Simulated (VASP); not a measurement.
A convergence study with VASP on SrTiO3 (cubic perovskite): one setting is varied, all else stays as given below, so the limit is that of these other settings.

```
SrTiO3
1.0
    3.90500     0.00000     0.00000
    0.00000     3.90500     0.00000
    0.00000     0.00000     3.90500
Sr Ti O
1 1 3
Direct
  0.00000   0.00000   0.00000
  0.50000   0.50000   0.50000
  0.50000   0.00000   0.50000
  0.00000   0.50000   0.50000
  0.50000   0.50000   0.00000
```

Computed with PBE GGA, VASP's PBE PAW potentials (set 64) (plane waves; VASP 6.6.1). The tightest run used: 700 eV cut-off, 14×14×14 Γ-centred mesh, Gaussian smearing of 0.050 eV, potentials Sr_sv Ti_sv O.

Gaps are read on the run's mesh, which can miss a band edge.

```csv
setting,E (eV/atom),pressure (GPa),gap on the mesh (eV),irreducible k-points
2×2×2 mesh,-7.8640,7.17,1.468,4
3×3×3 mesh,-7.9977,5.07,2.092,4
4×4×4 mesh,-8.0152,4.80,1.838,10
```

**Question.** These are the cheaper rows. Estimate the results at 14×14×14 mesh, and how far the last row shown lies from them.

**Answer.** 
```tsv
quantity	tightest run	last row shown is off by
E (eV/atom)	-8.0188	0.0036
pressure (GPa)	4.75	0.05
gap on the mesh (eV)	1.858	-0.020
```

Left out are rungs that failed or repeat a setting and relaxations that didn't move; long series are thinned to 24 rows.

The compound is SrTiO3 in the cubic perovskite structure, the ideal cubic form; the compound distorts at low or room temperature. The cell was not relaxed at this level.
